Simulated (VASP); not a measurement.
Given:

```
SnO2
1.0
    4.58445     0.00000     0.00000
    0.00000     4.58445     0.00000
    0.00000     0.00000     3.16417
Sn O
2 4
Direct
  0.00000   0.00000   0.00000
  0.50000   0.50000   0.50000
  0.30513   0.30513   0.00000
  0.80513   0.19487   0.50000
  0.19487   0.80513   0.50000
  0.69487   0.69487   0.00000
```

All values below come from PBE GGA, VASP's PBE PAW potentials (set 64) (plane waves; VASP 6.6.1). Numerical set-up: 620 eV cut-off, 5×5×7 Γ-centred mesh, Gaussian smearing of 0.050 eV, potentials Sn_d O.

Unless said otherwise, spin-orbit coupling is left out, though it shifts the bands of the heavy elements here.

Task: Predict the energy per atom (σ→0), pressure, band gap (on the k-mesh) with the smallest direct gap where there is one.

Result: 
```json
{
  "band gap (on the k-mesh)": "2.06 eV",
  "smallest direct gap (on the k-mesh)": "2.06 eV",
  "energy per atom (σ→0)": "-6.091 eV/atom",
  "pressure": "30.01 GPa"
}
```

Total energies compare only between runs with the same potentials, cut-off and functional.

The compound is SnO2 in the rutile structure. It was relaxed first under an external pressure of 30 GPa.
